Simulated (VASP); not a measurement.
```
CELL_PARAMETERS angstrom
     -2.64945     2.64945     1.43681
      2.64945    -2.64945     1.43681
      2.64945     2.64945    -1.43681
ATOMIC_POSITIONS crystal
  Sn 0.25000 0.75000 0.50000
  Sn 0.00000 0.00000 0.00000
```

The numbers are results of LDA (Ceperley-Alder, Perdew-Zunger), VASP's LDA PAW potentials (set 64) (plane waves; VASP), not measurements. Settings: 500 eV cut-off, 14×14×14 Γ-centred mesh, first-order Methfessel-Paxton smearing of 0.10 eV, potentials Sn_d.

### Question
The ions, cell shape and volume at an external pressure of 30.0 GPa are relaxed. What does this cell relax into?

### Answer

```
CELL_PARAMETERS angstrom
     -2.64537     2.64537     1.43723
      2.64537    -2.64537     1.43723
      2.64537     2.64537    -1.43723
ATOMIC_POSITIONS crystal
  Sn 0.25000 0.75000 0.50000
  Sn 0.00000 0.00000 0.00000
```
Space group I4_1/amd (141), at a tolerance of 0.03 Å.

### Question
How do energy and volume change from the first to the last step?

### Answer
The energy (σ→0) changes by +10.4 meV/atom and the volume by -0.3 %, in 4 ionic steps.

The compound is Sn in the beta structure. This run relaxes it under an external pressure of 30 GPa. Symmetry was kept, so distortions that lower it aren't found.
